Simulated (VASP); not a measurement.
Input:

```yaml
crystal:
  lattice:
    - [1.77549, -3.07524, 0.00000]
    - [1.77549, 3.07524, 0.00000]
    - [0.00000, 0.00000, 6.02657]
  atoms:
    - { symbol: Ti, position: [0.00000, 0.00000, 0.00000] }
    - { symbol: Se, position: [0.33333, 0.66667, 0.25621] }
    - { symbol: Se, position: [0.66667, 0.33333, 0.74379] }
```

Level of theory: optB88-vdW, VASP's PBE PAW potentials (set 64) (plane waves; VASP). Settings: 520 eV cut-off, 11×11×6 Γ-centred mesh, tetrahedra with Blöchl corrections, potentials Ti_sv Se.

The cores are frozen, which limits the accuracy of field gradients.

Task: Give the principal components of the electric field gradient (V/Å²) and the asymmetry η at each nucleus.

Result: 
| atom | Vxx | Vyy | Vzz | η |
|---|---|---|---|---|
| Ti1 | 11.9 | 11.9 | -23.8 | 0.00 |
| Se2 | 13.4 | 13.4 | -26.9 | 0.00 |
| Se3 | 13.4 | 13.4 | -26.9 | 0.00 |

The compound is TiSe2 in the 1T layered structure. It was relaxed first.
